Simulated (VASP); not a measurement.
Consider the following.

```xyz
1
Lattice="0.0000 2.1233 2.1233 2.1233 0.0000 2.1233 2.1233 2.1233 0.0000" Properties=species:S:1:pos:R:3 pbc="T T T"
Au     0.0000     0.0000     0.0000
```

Level of theory: PW91 GGA, VASP's PBE PAW potentials (set 64) (plane waves; VASP). Settings: 520 eV cut-off, 15×15×15 Γ-centred mesh, first-order Methfessel-Paxton smearing of 0.10 eV, potentials Au.

Unless said otherwise, spin-orbit coupling is left out, though it shifts the bands of the heavy elements here.

Problem. What does the run give for the energy per atom (σ→0), pressure, band gap (on the k-mesh) with the smallest direct gap where there is one?

Solution. 
The band gap (on the k-mesh) is none (metal, semimetal or under 0.01 eV), the energy per atom (σ→0) is -3.224 eV/atom and the pressure is -6.91 GPa.

The absolute energy has meaning only against runs of the same code, potentials and settings.

The compound is Au in the fcc structure. This cell is one point of a volume scan, at 1.06 of the reference volume.
